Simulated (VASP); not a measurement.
VASP runs on MgI2 (1T layered) share one base input (PBE GGA, plane waves, VASP's PBE PAW potentials (set 64)) and change the settings named in each case.

INCAR:
```
# general
SYSTEM  = MgI2
PREC    = Accurate
ENCUT   = 400
LREAL   = .FALSE.
LASPH   = .TRUE.

# electronic loop
EDIFF   = 1E-6
NELM    = 100
ALGO    = Normal
LMAXMIX = 4

# smearing
ISMEAR  = 0
SIGMA   = 0.05

# functional
GGA     = PE

# ions
ISIF    = 2

# output
LWAVE   = .FALSE.
LCHARG  = .FALSE.
```

### POSCAR
```
MgI2
1
    2.0750000000    -3.5940050000     0.0000000000
    2.0750000000     3.5940050000     0.0000000000
    0.0000000000     0.0000000000     6.8600000000
Mg I
1 2
Direct
  0.0000000000   0.0000000000   0.0000000000
  0.3333330000   0.6666670000   0.2420000000
  0.6666670000   0.3333330000   0.7580000000
```

File KPOINTS:
```
Automatic mesh
0
Gamma
6 6 3
0 0 0
```

POTCAR, in this order: Mg I (PBE.64 set). Program: vasp_std.

| change | E(σ→0) (eV/atom) | pressure (GPa) | largest force (eV/Å) |
|---|---|---|---|
| base run | -2.5644 | 1.31 | 0.051 |
| AGGAC = 0.0, GGA = BO, LUSE_VDW = .TRUE., PARAM1 = 0.1833333333, PARAM2 = 0.22 | -0.8287 | 0.65 | 0.137 |
| IVDW = 13 | -2.8636 | -0.13 | 0.049 |
| GGA = RP | -2.3199 | 2.70 | 0.091 |
| GGA removed, LMIXTAU = .TRUE., METAGGA = SCAN | -27.2952 | … | … |
| GGA = RE | -2.3361 | 2.38 | 0.083 |
| GGA = AM | -2.5910 | 0.48 | 0.055 |

Question: Fill in the missing entries.

Answer: 
- GGA removed, LMIXTAU = .TRUE., METAGGA = SCAN, pressure (GPa): 0.58
- GGA removed, LMIXTAU = .TRUE., METAGGA = SCAN, largest force (eV/Å): 0.001

Energies of different potentials or functionals have different zeros. Unless said otherwise, spin-orbit coupling is left out, though it shifts the bands of the heavy elements here.

Left out are runs that ran out of time, are held back, or changed the cell or the kind of run, fixed moments of cells without a moment, rows past the twelfth, gaps on odd meshes, pressures of charged cells and columns that move by less than the noise.

The compound is MgI2 in the 1T layered structure. The cell was not relaxed at this level, forces remain on its atoms.
